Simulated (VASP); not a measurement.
Ta3Si5C5N3, 16 atoms in the cell. The cell holds a amorphous, 16 atoms: a = 5.531 Å, b = 5.986 Å, c = 5.876 Å, α = 90.14°, β = 87.21°, γ = 96.12°. The cell was built by a generator and needn't be a form met in nature.

```yaml
Program: VASP 6.6.1
Task: single point
Functional: PBE
Potentials_or_basis: VASP PAW PBE potentials, release 64 (Si, C, Ta_pv, N)
Cutoff: 520 eV
k_mesh: 4 × 4 × 4
Occupations: fermi-dirac, width 0.3447 eV
Spin: no spin polarisation
Dipole_correction: no
Further_INCAR_settings: LREAL = Auto; ALGO = Fast; EDIFF = 1e-06; NBANDS = 58
```

Potentials or basis: VASP PAW PBE potentials, release 64 (Si, C, Ta_pv, N).

Command:

```bash
$ cat potpaw_PBE.64/Si/POTCAR potpaw_PBE.64/C/POTCAR potpaw_PBE.64/Ta_pv/POTCAR potpaw_PBE.64/N/POTCAR > POTCAR
$ mpirun -np 1 vasp_std > vasp.out
```

Hardware: 1 thread of Intel(R) Xeon(R) 6975P-C (Granite Rapids), on a shared host.

**Question.** How long does it take, and how much memory?

**Answer.** It took 5.1 min on 1 thread of Intel(R) Xeon(R) 6975P-C (Granite Rapids) (shared host), peak memory 0.45 GiB. Counts: scf iterations 18, k points 36.
